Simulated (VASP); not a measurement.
The input files of a VASP run:

KPOINTS:
```
Regular mesh
0
gamma
  2 2 2
0 0 0
```

File POSCAR:
```
TiO2
1
    4.5179630000     0.0000000000     0.0000000000
    0.0000000000     4.5179630000     0.0000000000
    0.0000000000     0.0000000000     2.9065360000
Ti O
2 4
Direct
  0.5000000000   0.5000000000   0.0000000000
  0.0000000000   0.0000000000   0.5000000000
  0.6956800000   0.6956800000   0.5000000000
  0.3043200000   0.3043200000   0.5000000000
  0.8043200000   0.1956800000   0.0000000000
  0.1956800000   0.8043200000   0.0000000000
```

### INCAR
```
ISMEAR = -1
NELM = 100
ISIF = 2   ! forces and stress, cell fixed
LREAL = .FALSE.   ! projection in real space or not
GGA = PE   ! PBE
LASPH = .TRUE.
PREC = Accurate
SIGMA = 0.02
EDIFF = 1E-6   ! SCF stop (eV)
ALGO = Normal
LMAXMIX = 4
ENCUT = 400   ! plane-wave cut-off (eV)
LWAVE = .FALSE.
LCHARG = .FALSE.
SYSTEM = TiO2
```

POTCAR, in this order: Ti_sv O (PBE.64 set). Program: vasp_std.

### Question
Translate this PBE calculation to Quantum ESPRESSO's pw.x.

### Answer
One equivalent input (not run):
```
&CONTROL
  calculation = 'scf'
  pseudo_dir = './pseudo'
  outdir = './out'
  tprnfor = .true.
  tstress = .true.
/
&SYSTEM
  ibrav = 0
  nat = 6
  ntyp = 2
  ecutwfc = 84
  occupations = 'smearing'
  smearing = 'fermi-dirac'
  degauss = 0.00147
  input_dft = 'pbe'
/
&ELECTRONS
  conv_thr = 7.3e-08
  electron_maxstep = 100
/
ATOMIC_SPECIES
  Ti 47.867 Ti.upf
  O 15.999 O.upf
CELL_PARAMETERS angstrom
     4.5179630    0.0000000    0.0000000
     0.0000000    4.5179630    0.0000000
     0.0000000    0.0000000    2.9065360
ATOMIC_POSITIONS crystal
  Ti   0.5000000  0.5000000  0.0000000
  Ti   0.0000000  0.0000000  0.5000000
  O    0.6956800  0.6956800  0.5000000
  O    0.3043200  0.3043200  0.5000000
  O    0.8043200  0.1956800  0.0000000
  O    0.1956800  0.8043200  0.0000000
K_POINTS automatic
  2 2 2 0 0 0
```
What does not carry over: the potentials are each code's own (VASP's PAW set, PseudoDojo norm-conserving files in pw.x), so ENCUT and ecutwfc are chosen apart and not converted; conv_thr bounds pw.x's estimated SCF error, while EDIFF bounds the energy change between steps.

The structure comes from a computed database's TiO2 entry; how it stands against other phases isn't given here. The cell was not relaxed at this level. The k-mesh is coarse (spacing up to 1.08 per Å, 2π included), so the numbers may not be converged in it. The run is one of a series of settings (KPOINTS 2×2×2 Γ-centred mesh against the base run), some of them coarse on purpose.
